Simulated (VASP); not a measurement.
# A VASP study of P2W (rev-vdW-DF2): structure first, properties next, part 3 of 6

What structure and properties does rev-vdW-DF2 give P2W, and how near are they to the measured ones? The start is a cell from a database of measured crystal structures.

VASP 6.6.1; rev-vdW-DF2; plane waves and PAW (P, W).

So far. Step 3 (Second relaxation): It ends with a largest force of 0.004 eV/Å and a pressure of -0.02 GPa. The volume moved by under 0.01 %: the run met its threshold at the first step. Step 4 (Single point with fields (rev-vdW-DF2)): In this run the pressure is -0.01 GPa, small enough to go on.

**5. Bands along the symmetry lines (rev-vdW-DF2)**

Levels along the symmetry lines show where the bands peak and cross; KPOINTS_OPT computes them in the converged potential.

Input file INCAR:

```
SYSTEM = P2W
PREC = Accurate
ENCUT = 400
EDIFF = 1E-06
NELM = 100
ISMEAR = 0
SIGMA = 0.05
LREAL = .FALSE.
ALGO = Normal
GGA = MK
AGGAC = 0
LUSE_VDW = .TRUE.
PARAM1 = 0.1234
PARAM2 = 0.711357
ZAB_VDW = -1.8867
LASPH = .TRUE.
NBANDS = 32
LORBIT = 11
LWAVE = .FALSE.
LCHARG = .FALSE.
KPAR = 4
```

Input file POSCAR:

```
P2W
1.0
    0.0000000000     -3.1817904227      0.0000000000
   -4.2648654611      1.5908952114     -0.0023169121
   -0.5942634522      1.5908952114     -6.5268136071
P W
4 2
Direct
    0.8620029659      0.7490643294      0.9749416024
    0.1379970341      0.2509356706      0.0250583976
    0.4005650710      0.1989252769      0.6022048652
    0.5994349290      0.8010747231      0.3977951348
    0.1580616582      0.6096052188      0.7065180975
    0.8419383418      0.3903947812      0.2934819025
```

Input file KPOINTS:

```
Automatic mesh
0
Gamma
8 8 8
0 0 0
```

Input file KPOINTS_OPT:

```
Line mode
16
Line-mode
Reciprocal
  0.00000000   0.00000000  -0.50000000 X
  0.00000000   0.00000000   0.00000000 GAMMA

  0.00000000   0.00000000   0.00000000 GAMMA
  0.00000000  -0.50000000   0.00000000 Y

  0.00000000  -0.50000000  -0.50000000 L
  0.00000000   0.00000000   0.00000000 GAMMA

  0.00000000   0.00000000   0.00000000 GAMMA
 -0.50000000   0.50000000   0.50000000 Z

 -0.50000000   0.50000000   0.00000000 N
  0.00000000   0.00000000   0.00000000 GAMMA

  0.00000000   0.00000000   0.00000000 GAMMA
 -0.50000000   0.00000000   0.50000000 M

 -0.50000000   0.00000000   0.00000000 R
  0.00000000   0.00000000   0.00000000 GAMMA
```

PAW data sets: P and W (PBE family, release 64).

On the command line:

```console
$ mpirun -np 4 vasp_std
```

What it wrote:

```text
[... set-up lines as in an earlier step ...]
 entering main loop
       N       E                     dE             d eps       ncg     rms          rms(c)
DAV:   1     0.827701423792E+02    0.82770E+02   -0.11247E+04  9600   0.716E+02
DAV:   2    -0.370311892831E+02   -0.11980E+03   -0.11061E+03 11480   0.175E+02
DAV:   3    -0.433637157448E+02   -0.63325E+01   -0.61430E+01 12888   0.364E+01
DAV:   4    -0.434459078349E+02   -0.82192E-01   -0.82033E-01 11672   0.474E+00
DAV:   5    -0.434472685615E+02   -0.13607E-02   -0.13603E-02 12936   0.560E-01    0.364E+01
DAV:   6    -0.420113281412E+02    0.14359E+01   -0.26186E+00 13960   0.943E+00    0.140E+01
DAV:   7    -0.417982051338E+02    0.21312E+00   -0.84338E-01 12696   0.608E+00    0.102E+01
DAV:   8    -0.416774275248E+02    0.12078E+00   -0.12719E-01 13032   0.256E+00    0.561E-01
DAV:   9    -0.416775230415E+02   -0.95517E-04   -0.28937E-02 11552   0.793E-01    0.465E-01
DAV:  10    -0.416772852684E+02    0.23777E-03   -0.19562E-03 12648   0.193E-01    0.246E-01
DAV:  11    -0.416772168361E+02    0.68432E-04   -0.31254E-04 11840   0.828E-02    0.752E-02
DAV:  12    -0.416772266748E+02   -0.98387E-05   -0.80294E-05 12584   0.367E-02    0.172E-02
DAV:  13    -0.416772255635E+02    0.11113E-05   -0.22904E-06 10680   0.808E-03    0.104E-02
DAV:  14    -0.416772248882E+02    0.67524E-06   -0.74937E-07  7696   0.356E-03
   1 F= -.41677225E+02 E0= -.41676330E+02  d E =-.178907E-02
 Start KPOINTS_OPT (optional k-point list driver)
k-point batch [1-112\112]
       N       E                     dE             ncg
DAV:   1     0.291026695360E+05   -0.18539E+05     7168
DAV:   2     0.155005863644E+05   -0.13602E+05     8592
DAV:   3     0.147828887062E+05   -0.71770E+03     9432
DAV:   4     0.147740826913E+05   -0.88060E+01     8600
DAV:   5     0.147739432236E+05   -0.13947E+00     9624
DAV:   6     0.147739395181E+05   -0.37055E-02     8656
DAV:   7     0.147739393929E+05   -0.12525E-03     9248
DAV:   8     0.147739393877E+05   -0.51612E-05     6992
DAV:   9     0.147739393874E+05   -0.35389E-06     6240
```

It took 3.7 min on 4 MPI ranks of AMD EPYC 7R43, shared host; peak memory 2.1 GiB; 14 min of CPU time.

From OUTCAR (step 5):

```text
   k-points           NKPTS =    150   k-points in BZ     NKDIM =    150   number of bands    NBANDS=     32

   NELECT =      32.0000    total number of electrons

 E-fermi :   9.2858

 k-point     1 :       0.0000    0.0000    0.0000
  band No.  band energies     occupation
    ...
     12       6.2909      2.00000
     13       6.9547      2.00000
     14       7.1161      2.00000
     15       7.5240      2.00000
     16       8.9429      2.00000
     17       9.7145      0.00000
     18      10.2447      0.00000
     19      11.0528      0.00000
     20      12.1844      0.00000
     21      12.8382      0.00000
    ...

Total vdW correction in eV:      3.2431162

  Total       -0.0240239     -0.0032109      0.0028441      0.0000000      0.0000000     -0.0153483
  in kB       -0.4346082     -0.0580874      0.0514520      0.0000000      0.0000000     -0.2776601
  external PRESSURE =      -0.1470812 kB  Pullay stress =       0.0000000 kB

 POSITION                                       TOTAL-FORCE (eV/Angst)
 -----------------------------------------------------------------------------------
     -3.77403      0.00000     -6.36500        -0.003320      0.000000     -0.001055
     -1.08510      0.00000     -0.16413         0.003320     -0.000000      0.001055
     -1.20626      0.00000     -3.93094         0.003512     -0.000000      0.001515
     -3.65287     -0.00000     -2.59819        -0.003512      0.000000     -0.001515
     -3.01974      1.59090     -4.61272         0.004378     -0.000000      0.001740
     -1.83939     -1.59090     -1.91641        -0.004378      0.000000     -0.001740
 -----------------------------------------------------------------------------------
    total drift:                               -0.000000     -0.000000     -0.000000

  FREE ENERGIE OF THE ION-ELECTRON SYSTEM (eV)
  ---------------------------------------------------
  free  energy   TOTEN  =       -41.6772248882 eV

  energy  without entropy=      -41.6754358137  energy(sigma->0) =      -41.67633035

Total vdW correction in eV:      3.2431227

[... 10 parts as in an earlier step ...]

[... 6 further parts left out ...]
```

Spin-orbit coupling is off here; with elements this heavy it splits and shifts levels by tenths of an eV or more. The cell is typed on its shortest vectors, so the axes of tensors and the coordinates of k-points follow the printed cell and not the standard setting.

This step gave:

- bands: 32
- pressure: -0.01471 GPa

Electronic bands along the path, in eV, zero at the Fermi level; # counts the bands kept, so #1 is VASP's band 4:

```
          point    #10    #11    #12    #13    #14   #15   #16   #17
              X  -2.93  -1.56  -1.45  -1.10   1.40  1.64  2.06  2.21
0.53 of the way  -2.24  -2.23  -1.87  -0.22   0.65  0.86  1.97  3.02
              Γ  -2.33  -2.17  -1.76  -0.34   0.43  0.96  1.77  2.90
0.53 of the way  -2.31  -1.98  -1.94  -0.23   0.87  1.21  1.38  2.33
              Y  -1.98  -1.88  -1.05  -0.48   0.62  1.04  1.14  2.23
      jump to L  -1.92  -1.23  -1.06  -0.50  -0.30  1.50  1.91  1.95
0.47 of the way  -2.19  -2.01  -1.96   0.01   0.57  1.05  1.40  1.83
              Γ  -2.33  -2.17  -1.76  -0.34   0.43  0.96  1.77  2.90
0.47 of the way  -3.13  -2.56  -2.10  -0.13   0.03  1.35  2.11  2.57
              Z  -3.46  -2.79  -1.99   0.34   1.59  1.74  2.01  2.44
      jump to N  -3.11  -2.74  -1.83  -0.89   0.72  1.42  2.08  2.74
0.47 of the way  -3.13  -2.75  -2.39  -0.46   0.46  1.27  2.05  2.65
              Γ  -2.33  -2.17  -1.76  -0.34   0.43  0.96  1.77  2.90
0.53 of the way  -3.13  -2.75  -2.39  -0.46   0.46  1.27  2.05  2.65
              M  -3.11  -2.74  -1.83  -0.89   0.72  1.42  2.08  2.74
      jump to R  -3.46  -2.79  -1.99   0.34   1.59  1.74  2.01  2.44
0.53 of the way  -3.13  -2.56  -2.10  -0.13   0.03  1.35  2.11  2.57
              Γ  -2.33  -2.17  -1.76  -0.34   0.43  0.96  1.77  2.90
```

Of the projections kept (P, W), the largest for each band there; the rest of the weight can lie on other orbitals:

```
point     #10     #11     #12     #13     #14     #15     #16     #17
    X  W 0.70  W 0.55  W 0.67  W 0.70  W 0.69  W 0.56  W 0.63  W 0.57
    Γ  W 0.63  W 0.71  W 0.52  W 0.95  W 0.70  P 0.76  W 0.57  W 0.71
    Y  P 0.58  W 0.74  W 0.81  W 0.89  P 0.50  W 0.66  P 0.57  W 0.55
    L  P 0.79  W 0.79  W 0.77  W 0.87  W 0.99  W 0.61  P 0.59  P 0.74
    Γ  W 0.63  W 0.71  W 0.52  W 0.95  W 0.70  P 0.76  W 0.57  W 0.71
    Z  W 0.73  W 0.74  W 0.63  W 0.85  W 0.63  P 0.69  W 0.64  W 0.85
```

There is no gap at this level.

**6. Density of states (rev-vdW-DF2)**

A density of states needs more k-points than a total energy; ISMEAR = -5 takes tetrahedra, and LORBIT projects the states on the PAW spheres. The mesh is finer than in the run before.

Changes to INCAR since step 5:

```diff
@@ -5,3 +5,3 @@
 NELM = 100
-ISMEAR = 0
+ISMEAR = -5
 SIGMA = 0.05
@@ -21 +21,2 @@
 KPAR = 4
+NEDOS = 2001
```

POSCAR is that of step 5.

Input file KPOINTS:

```
Automatic mesh
0
Gamma
11 11 11
0 0 0
```

On the command line:

```console
$ mpirun -np 4 vasp_std
```

What it wrote:

```text
[... set-up lines as in an earlier step ...]
 entering main loop
       N       E                     dE             d eps       ncg     rms          rms(c)
DAV:   1     0.828733677795E+02    0.82873E+02   -0.11284E+04 23424   0.717E+02
DAV:   2    -0.370299245583E+02   -0.11990E+03   -0.11060E+03 28080   0.175E+02
DAV:   3    -0.433661259701E+02   -0.63362E+01   -0.61508E+01 31464   0.364E+01
DAV:   4    -0.434484100013E+02   -0.82284E-01   -0.82264E-01 28392   0.476E+00
DAV:   5    -0.434497669815E+02   -0.13570E-02   -0.13636E-02 31648   0.562E-01    0.364E+01
DAV:   6    -0.420135648157E+02    0.14362E+01   -0.25999E+00 34008   0.944E+00    0.140E+01
DAV:   7    -0.418008916888E+02    0.21267E+00   -0.84331E-01 30944   0.611E+00    0.102E+01
DAV:   8    -0.416794900427E+02    0.12140E+00   -0.12695E-01 31584   0.255E+00    0.568E-01
DAV:   9    -0.416793780370E+02    0.11201E-03   -0.28931E-02 28448   0.794E-01    0.465E-01
DAV:  10    -0.416792235575E+02    0.15448E-03   -0.20377E-03 30640   0.197E-01    0.247E-01
DAV:  11    -0.416791451057E+02    0.78452E-04   -0.30803E-04 29160   0.808E-02    0.768E-02
DAV:  12    -0.416791476925E+02   -0.25868E-05   -0.75188E-05 30472   0.354E-02    0.182E-02
DAV:  13    -0.416791444998E+02    0.31927E-05   -0.26415E-06 26816   0.822E-03    0.102E-02
DAV:  14    -0.416791436726E+02    0.82725E-06   -0.68757E-07 19456   0.344E-03
   1 F= -.41679144E+02 E0= -.41679144E+02  d E =0.000000E+00
 -----------------------------------------------------------------------------
|                                                                             |
|           W    W    AA    RRRRR   N    N  II  N    N   GGGG   !!!           |
|           W    W   A  A   R    R  NN   N  II  NN   N  G    G  !!!           |
|           W    W  A    A  R    R  N N  N  II  N N  N  G       !!!           |
|           W WW W  AAAAAA  RRRRR   N  N N  II  N  N N  G  GGG   !            |
|           WW  WW  A    A  R   R   N   NN  II  N   NN  G    G                |
|           W    W  A    A  R    R  N    N  II  N    N   GGGG   !!!           |
|                                                                             |
|     Tetrahedron method does not include variations of the Fermi             |
|     occupations, so forces and stress will be inaccurate. We suggest        |
|     using a different smearing scheme ISMEAR = 1 or 2 for metals in         |
|     relaxations.                                                            |
|                                                                             |
 -----------------------------------------------------------------------------
```

It took 3.8 min on 4 MPI ranks; peak memory 3.1 GiB; 15 min of CPU time.

OUTCAR, selected parts (step 6):

```text
   k-points           NKPTS =    366   k-points in BZ     NKDIM =    366   number of bands    NBANDS=     32

   NELECT =      32.0000    total number of electrons

 E-fermi :   9.2657

 k-point     1 :       0.0000    0.0000    0.0000
  band No.  band energies     occupation
    ...
     12       6.2916      2.00000
     13       6.9524      2.00000
     14       7.1156      2.00000
     15       7.5244      2.00000
     16       8.9432      2.00000
     17       9.7153      0.00000
     18      10.2427      0.00000
     19      11.0517      0.00000
     20      12.1840      0.00000
     21      12.8393      0.00000
    ...

Total vdW correction in eV:      3.2427296

  Total        0.0051135     -0.1103968      0.0563120      0.0000000     -0.0000000     -0.0312624
  in kB        0.0925060     -1.9971479      1.0187194      0.0000000     -0.0000000     -0.5655568
  external PRESSURE =      -0.2953075 kB  Pullay stress =       0.0000000 kB

 POSITION                                       TOTAL-FORCE (eV/Angst)
 -----------------------------------------------------------------------------------
     -3.77403      0.00000     -6.36500        -0.011382      0.000000     -0.014550
     -1.08510      0.00000     -0.16413         0.011382     -0.000000      0.014550
     -1.20626      0.00000     -3.93094         0.013425     -0.000000      0.005203
     -3.65287     -0.00000     -2.59819        -0.013425      0.000000     -0.005203
     -3.01974      1.59090     -4.61272         0.012651     -0.000000      0.006989
     -1.83939     -1.59090     -1.91641        -0.012651      0.000000     -0.006989
 -----------------------------------------------------------------------------------
    total drift:                               -0.000000     -0.000000     -0.000000

  FREE ENERGIE OF THE ION-ELECTRON SYSTEM (eV)
  ---------------------------------------------------
  free  energy   TOTEN  =       -41.6791436726 eV

  energy  without entropy=      -41.6791436726  energy(sigma->0) =      -41.67914367

Total vdW correction in eV:      3.2427342

[... 6 parts as in an earlier step ...]

[... 10 further parts left out ...]
```

With tetrahedra the forces and stress of a metal are not exact derivatives of the energy.

This step gave:

```
irreducible k-points   : 366
Fermi energy           : 9.266 eV
pressure               : -0.02953 GPa
DOS at the Fermi level : 1.436 states/eV/cell
```

The density of states has structure finer than the step of the table below, so its rows give means over 1 eV, whole bins alone (the curve runs from -12.0 to 3.55 eV). Peaks (eV: height): total -3.3: 6.90, 1.6: 4.88, 2.6: 4.77, 2.9: 5.26; W d -3.5: 2.48, -3.3: 2.77, 2.6: 2.43, 2.9: 2.43; P p -7.1: 1.02, -5.0: 0.892, -3.3: 1.53, -2.4: 1.11; W p -5.8: 0.140, -3.3: 0.414, -2.7: 0.419, -2.4: 0.298; P s -11.8: 0.918, -10.3: 1.08, -5.8: 0.150, 1.6: 0.357.

States under -12.0 eV and over 3.6 eV are left out. Table of density of states by energy, zero at the Fermi level; means over each step; values in states/eV/cell:

```
energy (eV)  total     W d     P p      W p      P s      W s
        -11   1.62   0.156  0.0717   0.0620    0.715   0.0450
        -10   1.44   0.173  0.0688   0.0381    0.654   0.0319
         -9  0.447  0.0594  0.0281   0.0139    0.199   0.0111
         -8  0.424  0.0560   0.106  0.00812  0.00875   0.0682
         -7   2.61   0.445   0.691   0.0850   0.0784    0.221
         -6   2.49   0.486   0.638    0.105    0.118    0.141
         -5   2.87   0.741   0.703    0.110    0.114    0.152
         -4   4.45    1.57    1.05    0.207    0.103    0.103
         -3   5.57    2.16    1.26    0.358   0.0643   0.0561
         -2   3.23    1.37   0.744    0.168   0.0271   0.0165
         -1   1.16   0.711   0.132   0.0192   0.0200  0.00416
          0   1.98    1.09   0.232   0.0555   0.0561   0.0150
          1   2.68    1.18   0.413   0.0572    0.177   0.0276
          2   3.80    1.85   0.505   0.0628    0.244   0.0661
          3   4.15    1.89   0.701   0.0677    0.196   0.0910
```

The finer mesh and the other smearing move the Fermi level by -0.02 eV from the 8×8×8 run, a small shift, which tests the Fermi level alone. Of the states within 0.3 eV of the Fermi level, the largest shares in the PAW spheres are W d 56 % and P p 11 %. The rest lies in smaller channels or between the spheres.

(Continued in part 4 of 6.)

[Lines on the potential files, build, host, timing and source positions are cut from VASP's logs without a mark.]

[Logs are printed without paths, hosts, clocks, repeated set-up lines and the standing remarks that a program may print on its own settings, such as how far it seeks lower states.]

[Hosts, paths, dates, database ids (printed as entryN), source tags and the programs' standing remarks are cut or masked in the printed files.]

[A measured line is paired with the nearest computed mode of its activity, which favours agreement.]

[In band tables of VASP the shares of atoms and orbitals are scaled to a sum of 1 inside the atoms' spheres.]
